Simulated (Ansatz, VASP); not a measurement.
# Ni (Ni(100)) in two plane-wave programs, part 2 of 3

Aim: how closely do two programs agree when they are given the same cell, functional and k mesh? The cell is taken from a series of runs on this material, whose earlier steps may have relaxed, scaled, displaced or heated it; both programs get it as it stands.

VASP 6.6.1 and Ansatz 0.2.0.

So far: Starting point; Ansatz: single point, LDA.

## (3) VASP: single point, LDA

Level of this step: LDA, spin-polarised from a ferromagnetic start; plane waves and PAW (Ni) (VASP).

The same cell, functional (in two slightly different forms), mesh and smearing now go to VASP, with its own data sets.

Lines of VASP's logs that name or quote its potential files are left out, and so is its time.

The input, INCAR:

```
SYSTEM = Ni
PREC = Accurate
ENCUT = 520
EDIFF = 1E-06
NELM = 200
ISMEAR = -1
SIGMA = 0.1
LREAL = .FALSE.
ALGO = Normal
GGA = CA
NBANDS = 49
ISPIN = 2
MAGMOM = 0.73 0.65 0.64 0.61 0.64 0.65 0.73
LASPH = .TRUE.
LMAXMIX = 4
LORBIT = 11
LWAVE = .FALSE.
LCHARG = .FALSE.
ISIF = 2
LDIPOL = .TRUE.
IDIPOL = 3
DIPOL = 0.5 0.5 0.5
LVHAR = .TRUE.
GGA_COMPAT = .FALSE.
NELMDL = -8
KPAR = 2
```

The input, POSCAR:

```
Ni
1.0
    2.4890158698      0.0000000000      0.0000000000
    0.0000000000      2.4890158698      0.0000000000
    0.0000000000      0.0000000000     28.5600000000
Ni
7
Direct
    0.0000000000      0.0000000000      0.3151260504
    0.5000000000      0.5000000000      0.3767507003
    0.0000000000      0.0000000000      0.4383753501
    0.5000000000      0.5000000000      0.5000000000
    0.0000000000      0.0000000000      0.5616246499
    0.5000000000      0.5000000000      0.6232492997
    0.0000000000      0.0000000000      0.6848739496
```

The input, KPOINTS:

```
Automatic mesh
0
Gamma
16 16 1
0 0 0
```

PAW data sets: Ni (LDA family, release 64).

Started as:

```bash
> mpirun -np 2 vasp_std
```

Numbers of over 12 decimals in the logs are rounded to 6 here.

The log of the run:

```text
[banner, memory and clock lines left out]
running    2 mpi-ranks, on    1 nodes
 distrk:  each k-point on    1 cores,    2 groups
 distr:  one band on    1 cores,    1 groups

 POSCAR found type information on POSCAR Ni
 POSCAR found :  1 types and       7 ions
 LDA part: xc-table for (Slater(with rela. corr.)+CA(PZ))
 , standard interpolation
 POSCAR, INCAR and KPOINTS ok, starting setup
 FFT: planning ... GRIDC
 FFT: planning ... GRID_SOFT
 FFT: planning ... GRID
 WAVECAR not read
 entering main loop
       N       E                     dE             d eps       ncg     rms          rms(c)
DAV:   1     0.519032618336E+03    0.51903E+03   -0.31165E+04  8836   0.164E+03
DAV:   2    -0.649290542842E+01   -0.52553E+03   -0.50041E+03  8836   0.347E+02
DAV:   3    -0.501121271678E+02   -0.43619E+02   -0.40816E+02  9596   0.139E+02
DAV:   4    -0.509835562942E+02   -0.87143E+00   -0.86863E+00  9788   0.219E+01
DAV:   5    -0.510042514097E+02   -0.20695E-01   -0.20694E-01 13727   0.214E+00
DAV:   6    -0.510044220038E+02   -0.17059E-03   -0.17059E-03 12044   0.217E-01
DAV:   7    -0.510044276903E+02   -0.56865E-05   -0.56865E-05 13290   0.337E-02
DAV:   8    -0.510044278279E+02   -0.13761E-06   -0.13770E-06  7071   0.506E-03    0.256E+01
DAV:   9    -0.535809813197E+02   -0.25766E+01   -0.90545E+01 10008   0.130E+02    0.365E+01
DAV:  10    -0.608963589752E+02   -0.73154E+01   -0.10175E+02 10086   0.165E+02    0.400E+01
DAV:  11    -0.522462702422E+02    0.86501E+01   -0.36962E+01 12837   0.845E+01    0.350E+01
DAV:  12    -0.447779360085E+02    0.74683E+01   -0.13572E+01 12088   0.525E+01    0.169E+01
DAV:  13    -0.462479499607E+02   -0.14700E+01   -0.22070E+01 10433   0.810E+01    0.213E+01
DAV:  14    -0.461973140648E+02    0.50636E-01   -0.16535E+01 11857   0.474E+01    0.242E+01
[...]
DAV:  32    -0.436553798973E+02    0.87998E-04   -0.20679E-04 10331   0.169E-01    0.463E-01
DAV:  33    -0.436554376356E+02   -0.57738E-04   -0.81897E-05 12155   0.131E-01    0.377E-01
DAV:  34    -0.436554640638E+02   -0.26428E-04   -0.81925E-05 12202   0.911E-02    0.303E-01
DAV:  35    -0.436555770854E+02   -0.11302E-03   -0.16736E-04  9876   0.148E-01    0.234E-01
DAV:  36    -0.436556065969E+02   -0.29512E-04   -0.46463E-05 10230   0.109E-01    0.188E-01
DAV:  37    -0.436555638596E+02    0.42737E-04   -0.32515E-05 13346   0.111E-01    0.134E-01
DAV:  38    -0.436555442853E+02    0.19574E-04   -0.16599E-05 12761   0.530E-02    0.109E-01
DAV:  39    -0.436555434691E+02    0.81623E-06   -0.80470E-06  9194   0.414E-02
   1 F= -.43655543E+02 E0= -.43440840E+02  d E =-.429406E+00  mag=     4.2654
```

Parts of OUTCAR (step 3):

```text
ion  position               nearest neighbor table
   1  0.000  0.000  0.315-   2 2.49   2 2.49   2 2.49   2 2.49
   2  0.500  0.500  0.377-   3 2.49   3 2.49   3 2.49   3 2.49   1 2.49   1 2.49   1 2.49   1 2.49

  LATTYP: Found a simple tetragonal cell.
 ALAT       =     2.4890158698
 C/A-ratio  =    11.4744145855

 Subroutine GETGRP returns: Found 16 space group operations
 (whereof 16 operations were pure point group operations)

The static configuration has the point symmetry D_4h.

 Found     45 irreducible k-points:

   k-points           NKPTS =     45   k-points in BZ     NKDIM =     45   number of bands    NBANDS=     49

   dimension x,y,z NGX =    20 NGY =   20 NGZ =  216
   dimension x,y,z NGXF=    40 NGYF=   40 NGZF=  432

   ENCUT  =  520.0 eV  38.22 Ry    6.18 a.u.   4.63  4.63 53.10*2*pi/ulx,y,z

   NELECT =      70.0000    total number of electrons

 k-points in reciprocal lattice and weights: Automatic mesh
   0.00000000  0.00000000  0.00000000       0.004
   0.06250000  0.00000000  0.00000000       0.016
   0.12500000  0.00000000  0.00000000       0.016
   0.18750000  0.00000000  0.00000000       0.016
   0.25000000  0.00000000  0.00000000       0.016
   0.31250000  0.00000000  0.00000000       0.016
   0.37500000  0.00000000  0.00000000       0.016
   0.43750000  0.00000000  0.00000000       0.016
   0.50000000  0.00000000  0.00000000       0.008
[...]
0.50000000  0.43750000  0.00000000       0.016
   0.50000000  0.50000000  0.00000000       0.004

 dipolmoment           0.000000      0.000000     -0.000000 electrons x Angstroem

 average (electrostatic) potential at core
       1 -89.8082       2 -90.1308       3 -90.1174       4 -90.1027       5 -90.1174
       6 -90.1308       7 -89.8082

 E-fermi :   0.9375

 spin component 1
 k-point     1 :       0.0000    0.0000    0.0000
  band No.  band energies     occupation
    ...
     37       0.4493      0.99248
     38       0.4855      0.98923
     39       0.5689      0.97554
     40       0.5689      0.97554
     41       0.6296      0.95601
     42       1.9749      0.00003
     43       2.9586      0.00000
     44       5.9585      0.00000
     45       6.2073      0.00000
     46       6.7569      0.00000
    ...

 k-point     2 :       0.0625    0.0000    0.0000
  band No.  band energies     occupation
    ...
     36       0.3536      0.99710
     37       0.4193      0.99441
     38       0.4269      0.99397
     39       0.4841      0.98938
     40       0.5729      0.97458
     41       0.9703      0.41878
     42       2.2322      0.00000
     43       3.2415      0.00000
     44       6.0539      0.00000
     45       6.3078      0.00000
    ...

 k-point     3 :       0.1250    0.0000    0.0000
  band No.  band energies     occupation
    ...
     36       0.3579      0.99697
     37       0.4149      0.99466
     38       0.4250      0.99409
     39       0.5193      0.98496
     40       0.5602      0.97753
     41       1.5076      0.00333
     42       2.8133      0.00000
     43       3.9156      0.00000
     44       6.3395      0.00000
     45       6.6098      0.00000
    ...

 k-point     4 :       0.1875    0.0000    0.0000
  band No.  band energies     occupation
    ...
     36       0.3199      0.99793
     37       0.4541      0.99211
     38       0.5161      0.98543
     39       0.5286      0.98352
     40       0.8292      0.74707
     41       2.1086      0.00001
     42       3.5363      0.00000
     43       4.7765      0.00000
     44       6.8127      0.00000
     45       7.1139      0.00000
    ...

 k-point     5 :       0.2500    0.0000    0.0000
  band No.  band energies     occupation
    ...
     35       0.2579      0.99888
     36       0.3504      0.99719
     37       0.4326      0.99362
     38       0.4868      0.98909
     39       0.5060      0.98681
     40       1.2681      0.03537
     41       2.7492      0.00000
     42       4.3280      0.00000
     43       5.7250      0.00000
     44       7.4589      0.00000
    ...

 k-point     6 :       0.3125    0.0000    0.0000
  band No.  band energies     occupation
    ...
     35       0.3316      0.99767
     36       0.3887      0.99588
     37       0.4565      0.99192
     38       0.4873      0.98904
     39       0.4897      0.98877
     40       1.7258      0.00038
     41       3.3719      0.00000
     42       5.0376      0.00000
     43       6.5439      0.00000
     44       6.7346      0.00000
    ...

  Total      -10.0280849    -10.0280849     -7.9617880      0.0000000     -0.0000000     -0.0000000
  in kB      -90.8061052    -90.8061052    -72.0954170      0.0000000     -0.0000000     -0.0000000
  external PRESSURE =     -84.5692091 kB  Pullay stress =       0.0000000 kB

  energy-cutoff  :      520.00
  volume of cell :      176.93
      direct lattice vectors                 reciprocal lattice vectors
     2.489015870  0.000000000  0.000000000     0.401765217  0.000000000  0.000000000
     0.000000000  2.489015870  0.000000000     0.000000000  0.401765217  0.000000000
     0.000000000  0.000000000 28.560000000     0.000000000  0.000000000  0.035014006

 POSITION                                       TOTAL-FORCE (eV/Angst)
 -----------------------------------------------------------------------------------
      0.00000      0.00000      9.00000         0.000000     -0.000000      0.953124
      1.24451      1.24451     10.76000        -0.000000      0.000000     -0.335886
      0.00000      0.00000     12.52000        -0.000000     -0.000000      0.020441
      1.24451      1.24451     14.28000        -0.000000      0.000000      0.000000
      0.00000      0.00000     16.04000        -0.000000      0.000000     -0.020441
      1.24451      1.24451     17.80000         0.000000     -0.000000      0.335886
      0.00000      0.00000     19.56000        -0.000000      0.000000     -0.953124
 -----------------------------------------------------------------------------------
    total drift:                               -0.000000     -0.000000     -0.000000

  FREE ENERGIE OF THE ION-ELECTRON SYSTEM (eV)
  ---------------------------------------------------
  free  energy   TOTEN  =       -43.6555434691 eV

  energy  without entropy=      -43.2261371258  energy(sigma->0) =      -43.44084030

 vacuum level on the upper side and lower side of the slab         6.203         6.203

 total charge
# of ion       s       p       d       tot
------------------------------------------
    1        0.471   0.333   8.332   9.137
    2        0.494   0.491   8.322   9.308
    3        0.498   0.493   8.322   9.313
    4        0.498   0.493   8.327   9.318
    5        0.498   0.493   8.322   9.313
    6        0.494   0.491   8.322   9.308
    7        0.471   0.333   8.332   9.137
--------------------------------------------------
tot          3.425   3.129  58.279  64.833

 magnetization (x)
# of ion       s       p       d       tot
------------------------------------------
    1       -0.001  -0.011   0.694   0.682
    2       -0.005  -0.017   0.621   0.599
    3       -0.005  -0.017   0.612   0.591
    4       -0.005  -0.017   0.590   0.568
    5       -0.005  -0.017   0.612   0.591
    6       -0.005  -0.017   0.621   0.599
    7       -0.001  -0.011   0.694   0.682
--------------------------------------------------
tot         -0.028  -0.107   4.446   4.311

[... 6 further parts left out ...]
```

The magnetic state follows from one typed start and may not be the lowest.

## (4) Comparison

Known differences besides the potentials themselves: VASP starts from the moments at which Ansatz ended; the two LDA forms differ slightly; the data sets hold 126 valence electrons in Ansatz (on its default PAW (the set named soft_2) files) and 70 in VASP; the cutoff is 420 eV in Ansatz and 520 eV in VASP; VASP's log shows a relativistic correction to its local exchange, Ansatz's none; site moments are counted in spheres of each program's own size. Total energies have different zeros and are not compared.

Both answers:

```csv
quantity,Ansatz,VASP,difference
total moment (μB),4.46,4.27,+0.19
moment on Ni1 (μB),0.73,0.68,+0.05
moment on Ni7 (μB),0.73,0.68,+0.05
moment on Ni6 (μB),0.65,0.60,+0.05
moment on Ni2 (μB),0.65,0.60,+0.05
moment on Ni5 (μB),0.64,0.59,+0.05
moment on Ni3 (μB),0.64,0.59,+0.05
moment on Ni4 (μB),0.61,0.57,+0.05
"work function, lower of the two faces (eV)",5.27,5.27,0.00
"work function, higher of the two faces (eV)",5.27,5.27,0.00
```

VASP's last cycles still show a density residual of 1e-02, so its state may not be settled. With vacuum in the cell, a pressure given here is an average over mostly empty space and none of the material.

## (5) Ansatz: single point, PBEsol

A single point gives forces, pressure and levels at one fixed geometry, so differences don't come from the geometry; what else differs is listed under the comparison.

The cell is taken from a series of runs on this material, whose earlier steps may have relaxed, scaled, displaced or heated it; both programs get it as it stands.

The input, input.yaml:

```yaml
crystal:
  lattice:
    - [2.4890158698, 0.0, 0.0]
    - [0.0, 2.4890158698, 0.0]
    - [0.0, 0.0, 28.56]
  atoms:
    - { symbol: Ni, position: [0.0, 0.0, 0.3151260504], spin: 0.7 }
    - { symbol: Ni, position: [0.5, 0.5, 0.3767507003], spin: 0.7 }
    - { symbol: Ni, position: [0.0, 0.0, 0.4383753501], spin: 0.7 }
    - { symbol: Ni, position: [0.5, 0.5, 0.5], spin: 0.7 }
    - { symbol: Ni, position: [0.0, 0.0, 0.5616246499], spin: 0.7 }
    - { symbol: Ni, position: [0.5, 0.5, 0.6232492997], spin: 0.7 }
    - { symbol: Ni, position: [0.0, 0.0, 0.6848739496], spin: 0.7 }
magnetization:
  spin_polarized: true
kpoints:
  mp_grid: { grid: [16, 16, 1] }
hamiltonian:
  xc: pbesol
scf:
  occupations: { method: fermi_dirac, width: 0.1 }
  convergence: { dr2_threshold: 1.0e-09 }
efield:
  axis: 3
  dipole_correction: true
  ramp_position: 0.97
  ramp_width: 0.06
output:
  write_potential: true
  write_density: true
  volumetric_format: npy
```

Started as:

```bash
> ansatz run input.yaml --threads 4 --pin off --max-ram 6144MiB --backend cpu --events-out ev --progress --plain --runs-dir out
```

The log of the run:

```text
[...]
Crystal: 7 atoms, lattice volume = 176.935 Å³
Basis set: ecut = 420 eV, 3439 PW (Γ)
Bands: 79, of which v1, the nominal top of the filled ones, is band 63 counted from 1 (62 counted from 0)
Symmetry: 8 space group operations
k-points: 45 of 256
[...]
k-point 1 ↑: bands = [... 59 lower, 3.9482, 4.1373, 4.1511, 4.1620, 4.2273, 4.3101, 4.3118, 4.3781, ... 12 higher]
  k-point 2 ↑: bands = [... 59 lower, 3.8758, 3.9104, 4.0928, 4.1380, 4.2480, 4.3052, 4.3124, 4.4054, ... 12 higher]
  k-point 44 ↓: bands = [... 59 lower, 5.3290, 5.3297, 5.6168, 5.6168, 7.8124, 7.8124, 9.1073, 9.1073, ... 12 higher]
[key lines of the parts left out:]
SCF converged after 21 iterations
Magnetization: 4.6266 μB (65.3133 up, 60.6867 down)
Free energy (F): -40632.791952 eV
Fermi energy:    4.938640 eV
Dipole field:    D = -0.000024 V/Å  (p = -0.000023 e·Å, saw-weighted, corrected)
Work function:   Φ+ = 5.0222 eV   Φ− = 5.0216 eV
```

## (6) VASP: single point, PBEsol

The same cell, functional, mesh and smearing now go to VASP, with its own data sets.

INCAR: that of step 3 with these lines changed.

```diff
@@ -9,6 +9,6 @@
 ALGO = Normal
-GGA = CA
+GGA = PS
 NBANDS = 49
 ISPIN = 2
-MAGMOM = 0.73 0.65 0.64 0.61 0.64 0.65 0.73
+MAGMOM = 0.77 0.68 0.67 0.65 0.67 0.68 0.77
 LASPH = .TRUE.
```

POSCAR is that of step 3.

KPOINTS is that of step 3.

The projector-augmented-wave data sets are Ni (PBE family, release 64).

Started as:

```bash
> mpirun -np 2 vasp_std
```

The log of the run:

```text
[banner, memory and clock lines left out]
running    2 mpi-ranks, on    1 nodes
[...]
|                                                                             |
|               ----> ADVICE to this user running VASP <----                  |
|                                                                             |
|     You enforced a specific xc type in the INCAR file but a different       |
|     [... a line on the potential file left out ...]
|     I HOPE YOU KNOW WHAT YOU ARE DOING!                                     |
|                                                                             |

 LDA part: xc-table for (Slater+PW92), standard interpolation
 POSCAR, INCAR and KPOINTS ok, starting setup
[...]
entering main loop
       N       E                     dE             d eps       ncg     rms          rms(c)
DAV:   1     0.516357921467E+03    0.51636E+03   -0.31151E+04  8836   0.163E+03
DAV:   2    -0.552500239635E+01   -0.52188E+03   -0.49640E+03  8836   0.346E+02
DAV:   3    -0.481409986989E+02   -0.42616E+02   -0.39912E+02  9621   0.138E+02
DAV:   4    -0.489604050875E+02   -0.81941E+00   -0.81687E+00  9732   0.211E+01
[...]
DAV:  41    -0.409614571252E+02   -0.49090E-05   -0.56104E-08  5606   0.155E-03    0.408E-03
DAV:  42    -0.409614584145E+02   -0.12893E-05   -0.53161E-08  5589   0.266E-03    0.491E-03
DAV:  43    -0.409614586770E+02   -0.26250E-06   -0.61941E-08  5405   0.369E-03
   1 F= -.40961459E+02 E0= -.40756667E+02  d E =-.409583E+00  mag=     4.5388
```

OUTCAR, selected parts (step 6):

```text
  Total       -6.5269611     -6.5269611     -4.8285971      0.0000000     -0.0000000      0.0000000
  in kB      -59.1028025    -59.1028025    -43.7238120      0.0000000     -0.0000000      0.0000000
  external PRESSURE =     -53.9764723 kB  Pullay stress =       0.0000000 kB

 POSITION                                       TOTAL-FORCE (eV/Angst)
 -----------------------------------------------------------------------------------
      0.00000      0.00000      9.00000        -0.000000     -0.000000      0.676352
      1.24451      1.24451     10.76000         0.000000     -0.000000     -0.340024
      0.00000      0.00000     12.52000        -0.000000      0.000000      0.023682
      1.24451      1.24451     14.28000        -0.000000     -0.000000      0.000000
      0.00000      0.00000     16.04000        -0.000000      0.000000     -0.023682
      1.24451      1.24451     17.80000        -0.000000      0.000000      0.340024
      0.00000      0.00000     19.56000         0.000000     -0.000000     -0.676352
 -----------------------------------------------------------------------------------
    total drift:                               -0.000000      0.000000     -0.000000

  FREE ENERGIE OF THE ION-ELECTRON SYSTEM (eV)
  ---------------------------------------------------
  free  energy   TOTEN  =       -40.9614586770 eV

  energy  without entropy=      -40.5518760592  energy(sigma->0) =      -40.75666737

 magnetization (x)
# of ion       s       p       d       tot
------------------------------------------
    1       -0.002  -0.016   0.751   0.734
    2       -0.007  -0.022   0.670   0.641
    3       -0.006  -0.023   0.658   0.629
    4       -0.006  -0.022   0.639   0.610
    5       -0.006  -0.023   0.658   0.629
    6       -0.007  -0.022   0.670   0.641
    7       -0.002  -0.016   0.751   0.734
--------------------------------------------------
tot         -0.036  -0.145   4.798   4.617

[... 2 parts as in an earlier step ...]

[... 1 further part left out ...]
[key lines of the parts left out:]
E-fermi :   1.1587
```

## (7) Differences

What differs besides the data sets and the points named for the pairs above, as far as they apply: the data sets hold 126 valence electrons in Ansatz (on its default PAW (the set named soft_2) files) and 70 in VASP; Ansatz makes its cores anew for this functional, VASP keeps those of its PBE data sets. Total energies have different zeros and are not compared.

Compared:

```csv
quantity,Ansatz,VASP,difference
total moment (μB),4.63,4.54,+0.09
moment on Ni1 (μB),0.77,0.73,+0.03
moment on Ni7 (μB),0.77,0.73,+0.03
moment on Ni6 (μB),0.68,0.64,+0.04
moment on Ni2 (μB),0.68,0.64,+0.04
moment on Ni5 (μB),0.67,0.63,+0.04
moment on Ni3 (μB),0.67,0.63,+0.04
moment on Ni4 (μB),0.65,0.61,+0.04
"work function, lower of the two faces (eV)",5.02,5.00,+0.02
"work function, higher of the two faces (eV)",5.02,5.00,+0.02
```

With vacuum in the cell, a pressure given here is an average over mostly empty space and none of the material.

[end of part 2 of 3]

[Lines on the potential files, build, host, timing and source positions are cut from VASP's logs without a mark.]

[Logs are printed without paths, hosts, clocks, repeated set-up lines and the standing remarks that a program may print on its own settings, such as how far it seeks lower states.]

[Hosts, paths, dates, database ids (printed as entryN), source tags and the programs' standing remarks are cut or masked in the printed files.]
